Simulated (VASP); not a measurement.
A VASP calculation is set up with these files.

**POSCAR**
```
CdSe
1
    2.1930000000    -3.7983870000     0.0000000000
    2.1930000000     3.7983870000     0.0000000000
    0.0000000000     0.0000000000     7.1502000000
Cd Se
2 2
Direct
  0.6666670000   0.3333330000   0.5000000000
  0.3333330000   0.6666670000   0.0000000000
  0.6666670000   0.3333330000   0.8760000000
  0.3333330000   0.6666670000   0.3760000000
```

KPOINTS:
```
k-points along high-symmetry lines
5
Line-mode
Reciprocal
  0.000000   0.000000   0.000000 ! GAMMA
  0.000000   0.500000   0.000000 ! M

  0.000000   0.500000   0.000000 ! M
 -0.333333   0.666667   0.000000 ! K

 -0.333333   0.666667   0.000000 ! K
  0.000000   0.000000   0.000000 ! GAMMA

  0.000000   0.000000   0.000000 ! GAMMA
  0.000000   0.000000   0.500000 ! A

  0.000000   0.000000   0.500000 ! A
  0.000000   0.500000   0.500000 ! L

  0.000000   0.500000   0.500000 ! L
 -0.333333   0.666667   0.500000 ! H

 -0.333333   0.666667   0.500000 ! H
  0.000000   0.000000   0.500000 ! A

  0.000000   0.500000   0.500000 ! L
  0.000000   0.500000   0.000000 ! M

 -0.333333   0.666667   0.500000 ! H
 -0.333333   0.666667   0.000000 ! K
```

INCAR:
```
SYSTEM = CdSe
PREC = Accurate
ENCUT = 400
EDIFF = 1E-6
NELM = 100
ALGO = Normal
LREAL = .FALSE.
LASPH = .TRUE.
ISMEAR = 0
SIGMA = 0.05
GGA = PE
LMAXMIX = 4
LWAVE = .FALSE.
LCHARG = .FALSE.
ISIF = 2
```

POTCAR, in this order: Cd Se (PBE.64 set). Program: vasp_std.

The run wrote:

### standard output
```
 POSCAR found type information on POSCAR CdSe
 POSCAR found :  2 types and       4 ions
 Reading from existing POTCAR
 Reading from existing POTCAR
 LDA part: xc-table for (Slater+PW92), standard interpolation
 POSCAR, INCAR and KPOINTS ok, starting setup
 WAVECAR not read
 entering main loop
       N       E                     dE             d eps       ncg     rms          rms(c)
DAV:   1     0.210583151457E+03    0.21058E+03   -0.14982E+04  1996   0.119E+03
DAV:   2    -0.357805235358E-01   -0.21062E+03   -0.20599E+03  2262   0.316E+02
DAV:   3    -0.110033729003E+02   -0.10968E+02   -0.10936E+02  2304   0.736E+01
DAV:   4    -0.110966628167E+02   -0.93290E-01   -0.93242E-01  2256   0.642E+00
DAV:   5    -0.110975255988E+02   -0.86278E-03   -0.86272E-03  2382   0.561E-01    0.873E+00
DAV:   6    -0.102351797121E+02    0.86235E+00   -0.19272E+00  2250   0.128E+01    0.693E+00
DAV:   7    -0.101910103011E+02    0.44169E-01   -0.65185E-01  2220   0.437E+00    0.279E+00
DAV:   8    -0.101904721940E+02    0.53811E-03   -0.66056E-02  2190   0.280E+00    0.383E-01
DAV:   9    -0.101904179225E+02    0.54271E-04   -0.97341E-03  2292   0.121E+00    0.129E-01
DAV:  10    -0.101905865799E+02   -0.16866E-03   -0.10039E-03  2172   0.368E-01    0.796E-02
DAV:  11    -0.101907255304E+02   -0.13895E-03   -0.31663E-04  2136   0.123E-01    0.215E-02
DAV:  12    -0.101907029107E+02    0.22620E-04   -0.12149E-04  2436   0.113E-01    0.867E-03
DAV:  13    -0.101907063761E+02   -0.34655E-05   -0.15060E-05  2136   0.259E-02    0.655E-03
DAV:  14    -0.101907061507E+02    0.22542E-06   -0.12452E-06  1668   0.632E-03
   1 F= -.10190706E+02 E0= -.10190706E+02  d E =-.325578E-11
```

File OUTCAR:
```
------------------------ aborting loop because EDIFF is reached ----------------------------------------
  FORCE on cell =-STRESS in cart. coord.  units (eV):
  Direction    XX          YY          ZZ          XY          YZ          ZX
  --------------------------------------------------------------------------------------
  Total        1.3271795      1.3271792     -0.1481200     -0.0000000      0.0000000     -0.0000000
  in kB       17.8506572     17.8506532     -1.9922246     -0.0000000      0.0000000     -0.0000000
  external PRESSURE =      11.2363620 kB  Pullay stress =       0.0000000 kB
  volume of cell :      119.12
      direct lattice vectors                 reciprocal lattice vectors
     2.193000000 -3.798387000  0.000000000     0.227998176 -0.131634823  0.000000000
     2.193000000  3.798387000  0.000000000     0.227998176  0.131634823  0.000000000
     0.000000000  0.000000000  7.150200000     0.000000000  0.000000000  0.139856228
  FREE ENERGIE OF THE ION-ELECTRON SYSTEM (eV)
  ---------------------------------------------------
  free  energy   TOTEN  =       -10.1907061507 eV

  energy  without entropy=      -10.1907061507  energy(sigma->0) =      -10.19070615
```
(Selected blocks of OUTCAR.)

Read input and log: which fault does this run have?
A) IBRION is misspelt, so VASP ignores the line and takes its default
B) POTCAR lists the elements in another order than POSCAR
C) a line-mode KPOINTS file was used for a self-consistent run
D) SIGMA is far too large

C, a line-mode KPOINTS file was used for a self-consistent run. The run ends without an error. Against the sound run, the energy per atom (σ→0) rises by 0.196 eV/atom; the pressure rises by 1.26 GPa.

To mend it, correct KPOINTS.
KPOINTS:
```
Automatic mesh
0
Gamma
5 5 3
0 0 0
```
The mended run (PBE GGA, plane waves, VASP's PBE PAW potentials (set 64)) converges, and its OSZICAR ends with
```
   1 F= -.10974550E+02 E0= -.10974550E+02  d E =-.856560E-14
```

The compound is CdSe in the wurtzite structure. The cell was not relaxed at this level.
